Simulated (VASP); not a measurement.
Output of a VASP run:

File OSZICAR:
```
       N       E                     dE             d eps       ncg     rms          rms(c)
DAV:   1     0.124828910854E+03    0.12483E+03   -0.96355E+03   560   0.159E+03
DAV:   2     0.277410593302E+01   -0.12205E+03   -0.11948E+03   602   0.363E+02
DAV:   3    -0.736076370815E+01   -0.10135E+02   -0.10069E+02   734   0.967E+01
DAV:   4    -0.762571759130E+01   -0.26495E+00   -0.26490E+00   610   0.176E+01
DAV:   5    -0.763776743094E+01   -0.12050E-01   -0.12050E-01   794   0.356E+00    0.383E+00
DAV:   6    -0.755958274411E+01    0.78185E-01   -0.20642E-01   678   0.320E+00    0.243E+00
DAV:   7    -0.756052538809E+01   -0.94264E-03   -0.61033E-02   656   0.134E+00    0.886E-01
DAV:   8    -0.756156148278E+01   -0.10361E-02   -0.73218E-03   590   0.801E-01    0.162E-01
DAV:   9    -0.756165514262E+01   -0.93660E-04   -0.80525E-04   742   0.278E-01    0.412E-02
DAV:  10    -0.756167327772E+01   -0.18135E-04   -0.10096E-04   572   0.842E-02    0.269E-02
DAV:  11    -0.756168246751E+01   -0.91898E-05   -0.38895E-05   622   0.485E-02    0.203E-02
DAV:  12    -0.756168246106E+01    0.64565E-08   -0.22327E-06   710   0.104E-02    0.109E-02
DAV:  13    -0.756168204615E+01    0.41490E-06   -0.26728E-07   600   0.354E-03    0.389E-03
DAV:  14    -0.756168194429E+01    0.10187E-06   -0.36618E-07   472   0.664E-03    0.979E-04
DAV:  15    -0.756168196393E+01   -0.19640E-07   -0.35054E-08   304   0.122E-03
   1 F= -.75616820E+01 E0= -.75616820E+01  d E =-.921101E-14
```

### OUTCAR
```
------------------------ aborting loop because EDIFF is reached ----------------------------------------
  FORCE on cell =-STRESS in cart. coord.  units (eV):
  Direction    XX          YY          ZZ          XY          YZ          ZX
  --------------------------------------------------------------------------------------
  Total       -0.4777325     -0.4777325     -0.4777325      0.0000000     -0.0000000     -0.0000000
  in kB      -11.3047421    -11.3047421    -11.3047421      0.0000000     -0.0000000     -0.0000000
  external PRESSURE =     -11.3047421 kB  Pullay stress =       0.0000000 kB
  volume of cell :       67.71
      direct lattice vectors                 reciprocal lattice vectors
     0.000000000  3.234954982  3.234954982    -0.154561656  0.154561656  0.154561656
     3.234954982  0.000000000  3.234954982     0.154561656 -0.154561656  0.154561656
     3.234954982  3.234954982  0.000000000     0.154561656  0.154561656 -0.154561656
 POSITION                                       TOTAL-FORCE (eV/Angst)
 -----------------------------------------------------------------------------------
      0.00000      0.00000      0.00000        -0.000000      0.000000     -0.000000
      3.23495      3.23495      3.23495         0.000000      0.000000      0.000000
 -----------------------------------------------------------------------------------
    total drift:                               -0.000000      0.000000      0.000000
  FREE ENERGIE OF THE ION-ELECTRON SYSTEM (eV)
  ---------------------------------------------------
  free  energy   TOTEN  =        -7.5616819639 eV

  energy  without entropy=       -7.5616819639  energy(sigma->0) =       -7.56168196
```
(Selected blocks of OUTCAR.)

**POSCAR**
```
SnTe
1
    0.0000000000     3.2349549819     3.2349549819
    3.2349549819     0.0000000000     3.2349549819
    3.2349549819     3.2349549819     0.0000000000
Sn Te
1 1
Direct
  0.0000000000   0.0000000000   0.0000000000
  0.5000000000   0.5000000000   0.5000000000
```

Task: Write an INCAR and KPOINTS that could have produced this output.

Result: Several could match; the one computed here: the input of the run itself, PBE GGA, plane waves, VASP's PBE PAW potentials (set 64).

**INCAR**
```
SYSTEM = SnTe
PREC = Accurate; ENCUT = 520; LREAL = F
LASPH = T
EDIFF = 1E-7; NELM = 100; ALGO = Normal
LMAXMIX = 4
ISMEAR = 0; SIGMA = 0.05
GGA = PE
ISIF = 2
LWAVE = F; LCHARG = F
```

**KPOINTS**
```
Automatic mesh
0
Gamma
7 7 7
0 0 0
```

POTCAR, in this order: Sn_d Te (PBE.64 set). Program: vasp_std.

The compound is SnTe in the rock salt structure, which distorts at low temperature. This cell is one point of a volume scan, at 1.03 of the reference volume.
